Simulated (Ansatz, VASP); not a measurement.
# SrTiSe3 in two plane-wave programs, part 3 of 3

Wanted: the spread between two codes on one cell, functional and k mesh. The cell is generated by rule, not measured, and may not be a known phase. Of the first pair: The cell is taken from a series of runs on this material, whose earlier steps may have relaxed, scaled, displaced or heated it; both programs get it as it stands.

VASP 6.6.1 and Ansatz 0.2.0.

So far: Set-up; VASP: relaxation of cell and atoms, LDA, pair 1; Ansatz: relaxation of cell and atoms, LDA, pair 1; Differences; VASP: relaxation of cell and atoms, LDA, pair 2; Ansatz: relaxation of cell and atoms, LDA, pair 2.

## 8. VASP: relaxation of cell and atoms, LDA, pair 3

Level of this step: LDA, no spin polarisation; plane waves and PAW (Sr_sv, Ti_sv, Se); invented cell (VASP).

The relaxed volume is the usual yardstick between codes: in a stiff, nearly cubic crystal its relative difference is about their pressure difference at one cell divided by the bulk modulus. This pair takes another cell of the material, with 10 atoms against 5 for the pair before.

Contents of INCAR:

```
SYSTEM = SrTiSe3
PREC = Accurate
ENCUT = 500
EDIFF = 1E-07
NELM = 120
ISMEAR = 1
SIGMA = 0.15
LREAL = .FALSE.
ALGO = Normal
GGA = CA
NBANDS = 50
LASPH = .TRUE.
LORBIT = 11
LWAVE = .FALSE.
LCHARG = .FALSE.
ISIF = 3
IBRION = 2
NSW = 80
EDIFFG = -0.005
GGA_COMPAT = .FALSE.
NELMIN = 4
KPAR = 2
```

Contents of POSCAR:

```
SrTiSe3
1.0
   -5.2764305006      0.0000000000      0.0000000000
    0.0000000000     -4.6529259702     -4.6529259702
    0.0000000000     -4.6529259702      4.6529259702
Sr Ti Se
2 2 6
Direct
    0.0000000000      0.5000000000      0.5000000000
    0.0000000000      0.0000000000      0.0000000000
    0.5000000000      0.0000000000      0.5000000000
    0.5000000000      0.5000000000      0.0000000000
    0.0000000000      0.0000000000      0.5000000000
    0.0000000000      0.5000000000      0.0000000000
    0.5000000000      0.1666745671      0.8333254329
    0.5000000000      0.8333254329      0.1666745671
    0.5000000000      0.3333254329      0.3333254329
    0.5000000000      0.6666745671      0.6666745671
```

Contents of KPOINTS:

```
Automatic mesh
0
Gamma
6 4 4
0 0 0
```

Potentials, in the order of the species: Sr_sv, Ti_sv and Se (LDA family, release 64).

Started as:

```sh
> mpirun -np 2 vasp_std
```

Numbers of over 12 decimals in the logs are rounded to 6 here.

The program printed:

```text
[banner, memory and clock lines left out]
running    2 mpi-ranks, on    1 nodes
[...]
LDA part: xc-table for (Slater(with rela. corr.)+CA(PZ))
 , standard interpolation
 POSCAR, INCAR and KPOINTS ok, starting setup
[...]
entering main loop
       N       E                     dE             d eps       ncg     rms          rms(c)
DAV:   1     0.759870977093E+03    0.75987E+03   -0.36160E+04  2400   0.151E+03
DAV:   2     0.364914759657E+02   -0.72338E+03   -0.69522E+03  2650   0.403E+02
DAV:   3    -0.597875195994E+02   -0.96279E+02   -0.93310E+02  3532   0.128E+02
DAV:   4    -0.673907015577E+02   -0.76032E+01   -0.75726E+01  3704   0.322E+01
[...]
DAV:  14    -0.602015127971E+02    0.15349E-05   -0.16258E-05  3368   0.219E-02    0.615E-03
DAV:  15    -0.602015127861E+02    0.11017E-07   -0.11968E-06  3214   0.629E-03    0.289E-03
DAV:  16    -0.602015127362E+02    0.49917E-07   -0.28427E-07  2376   0.240E-03
   1 F= -.60201513E+02 E0= -.60202984E+02  d E =-.602015E+02
[...]
N       E                     dE             d eps       ncg     rms          rms(c)
DAV:   1    -0.602016863817E+02   -0.17360E-03   -0.52361E-03  2506   0.419E-01    0.894E-02
DAV:   2    -0.602016491873E+02    0.37194E-04   -0.59768E-04  3002   0.173E-01    0.641E-02
DAV:   3    -0.602015672995E+02    0.81888E-04   -0.20044E-04  3048   0.107E-01    0.349E-02
DAV:   4    -0.602015402892E+02    0.27010E-04   -0.69853E-05  2856   0.484E-02    0.902E-03
DAV:   5    -0.602015408723E+02   -0.58307E-06   -0.95556E-06  3080   0.114E-02    0.587E-03
DAV:   6    -0.602015408532E+02    0.19081E-07   -0.10027E-06  3242   0.364E-03    0.338E-03
DAV:   7    -0.602015408829E+02   -0.29681E-07   -0.17903E-07  1794   0.208E-03
   2 F= -.60201541E+02 E0= -.60203014E+02  d E =-.281467E-04
 trial-energy change:   -0.000028  1 .order   -0.000028   -0.000043   -0.000013
 step:   1.4188(harm=  1.4188)  dis= 0.00019  next Energy=   -60.201543 (dE=-0.307E-04)
 reached required accuracy - stopping structural energy minimisation
```

OUTCAR, selected parts (step 8):

```text
  Total        0.0210651     -0.0192050     -0.0192050      0.0000000      0.0000000      0.0000000
  in kB        0.1476906     -0.1346495     -0.1346495      0.0000000      0.0000000      0.0000000
  external PRESSURE =      -0.0405361 kB  Pullay stress =       0.0000000 kB

 POSITION                                       TOTAL-FORCE (eV/Angst)
 -----------------------------------------------------------------------------------
      0.00000     -4.65246      0.00000        -0.000000      0.000000     -0.000000
      0.00000     -4.65246     -4.65246        -0.000000      0.000000      0.000000
     -2.63934     -6.97869     -2.32623        -0.000000     -0.000000     -0.000000
     -2.63934     -2.32623     -2.32623        -0.000000      0.000000      0.000000
      0.00000     -6.97869     -2.32623        -0.000000      0.000000      0.000000
      0.00000     -2.32623     -2.32623        -0.000000      0.000000      0.000000
     -2.63934     -4.65246      3.10144        -0.000000      0.000000      0.000097
     -2.63934     -4.65246     -3.10144         0.000000      0.000000     -0.000097
     -2.63934     -3.10144      0.00000        -0.000000     -0.000097      0.000000
     -2.63934     -6.20349      0.00000         0.000000      0.000097      0.000000
 -----------------------------------------------------------------------------------
    total drift:                               -0.000000     -0.000000     -0.000000

  FREE ENERGIE OF THE ION-ELECTRON SYSTEM (eV)
  ---------------------------------------------------
  free  energy   TOTEN  =       -60.2015408829 eV

  energy  without entropy=      -60.2059607731  energy(sigma->0) =      -60.20301418

[... 1 part as in an earlier step ...]

[... 3 further parts left out ...]
[key lines of the parts left out:]
E-fermi :   4.7861
```

The run keeps the 16 symmetry operations of its start, so it cannot find a distortion of lower symmetry.

## 9. Ansatz: relaxation of cell and atoms, LDA, pair 3

Its own start cell and the same functional (in two slightly different forms), mesh and smearing now go to Ansatz, which takes its cutoff from its data sets.

The two relaxations start from unlike cells of this crystal (the structure described is Ansatz's start), so only their ends are compared.

Contents of input.yaml:

```yaml
crystal:
  lattice:
    - [-4.899528169, 0.0, 0.0]
    - [0.0, -4.899528169, -4.899528169]
    - [0.0, -4.899528169, 4.899528169]
  atoms:
    - { symbol: Sr, position: [0.0, 0.5, 0.5] }
    - { symbol: Sr, position: [0.0, 0.0, 0.0] }
    - { symbol: Ti, position: [0.5, 0.0, 0.5] }
    - { symbol: Ti, position: [0.5, 0.5, 0.0] }
    - { symbol: Se, position: [0.0, 0.0, 0.5] }
    - { symbol: Se, position: [0.0, 0.5, 0.0] }
    - { symbol: Se, position: [0.5, 0.1887696142, 0.8112303858] }
    - { symbol: Se, position: [0.5, 0.8112303858, 0.1887696142] }
    - { symbol: Se, position: [0.5, 0.3112303858, 0.3112303858] }
    - { symbol: Se, position: [0.5, 0.6887696142, 0.6887696142] }
kpoints:
  mp_grid: { grid: [6, 4, 4] }
hamiltonian:
  xc: lda
scf:
  occupations: { method: methfessel_paxton, width: 0.15 }
output:
  forces: true
  stress: true
  eigenvalues: true
relax:
  adjacent_minimum: "off"
  f_tol: 0.002
  max_steps: 120
  cell: { stress_tol: 0.03 }
```

Started as:

```sh
> ansatz run input.yaml --threads 8 --pin off --max-ram 14336MiB --backend cpu --events-out ev --progress --plain --runs-dir out
```

The program printed:

```text
[...]
Crystal: 10 atoms, lattice volume = 235.230 Å³
Basis set: ecut = 420 eV, 4621 PW (Γ)
Bands: 84, of which v1, the nominal top of the filled ones, is band 70 counted from 1 (69 counted from 0)
Symmetry: 16 space group operations
[...]
k-points: 24 of 96
[...]
- { symbol: Sr, position: [0, 4.248711507249157e-19, -1.4051728161995902e-19] }
    - { symbol: Ti, position: [0.5, 0.0, 0.5] }
    - { symbol: Ti, position: [0.5, 0.5, 0.0] }
    - { symbol: Se, position: [0, 0.0, 0.5] }
    - { symbol: Se, position: [0, 0.5, 0.0] }
    - { symbol: Se, position: [0.5, 0.166524, 0.833476] }
    - { symbol: Se, position: [0.5, 0.833476, 0.166524] }
    - { symbol: Se, position: [0.5, 0.333476, 0.333476] }
    - { symbol: Se, position: [0.5, 0.666524, 0.666524] }
[key lines of the parts left out:]
SCF converged after 7 iterations
Free energy (F): -44103.189449 eV
Fermi energy:    10.053598 eV
P = ⅓ Tr σ = 0.0068 GPa (0.068 kbar)
```

## 10. Side by side

What differs besides the data sets and the points named for the pairs above, as far as they apply: the data sets hold 140 valence electrons in Ansatz (on its default PAW (the set named soft_2) files) and 80 in VASP. Total energies have different zeros and are not compared.

Compared:

| quantity | Ansatz | VASP | difference |
| --- | --- | --- | --- |
| volume (Å³) | 227.61 | 228.52 | -0.40 % |
| edge a after relaxation, in the typed setting (Å) | 5.270 | 5.279 | -0.16 % |
| edge b after relaxation, in the typed setting (Å) | 6.572 | 6.580 | -0.12 % |

## 11. Outcome

| Item | Value |
| --- | --- |
| difference in volume (relaxation of cell and atoms, LDA, pair 1) | -0.32 % |
| difference in volume (relaxation of cell and atoms, LDA, pair 2) | -0.87 % |
| difference in volume (relaxation of cell and atoms, LDA, pair 3) | -0.40 % |

What this shows: The difference in volume is -0.87 % (relaxation of cell and atoms, LDA, pair 2), within the 1.2 % picked in this series as the mark of a large difference, as far as the stopping tolerances let one tell. The data sets hold unlike numbers of valence electrons (70 in Ansatz and 40 in VASP and 140 in Ansatz and 80 in VASP), so part of the differences comes from the potentials. 2 further runs of this series are not shown here. Such differences can come from data sets, numerical settings and the points named under the comparisons, not from the functional's error against experiment.

[Lines on the potential files, build, host, timing and source positions are cut from VASP's logs without a mark.]

[Logs are printed without paths, hosts, clocks, repeated set-up lines and the standing remarks that a program may print on its own settings, such as how far it seeks lower states.]

[Hosts, paths, dates, database ids (printed as entryN), source tags and the programs' standing remarks are cut or masked in the printed files.]
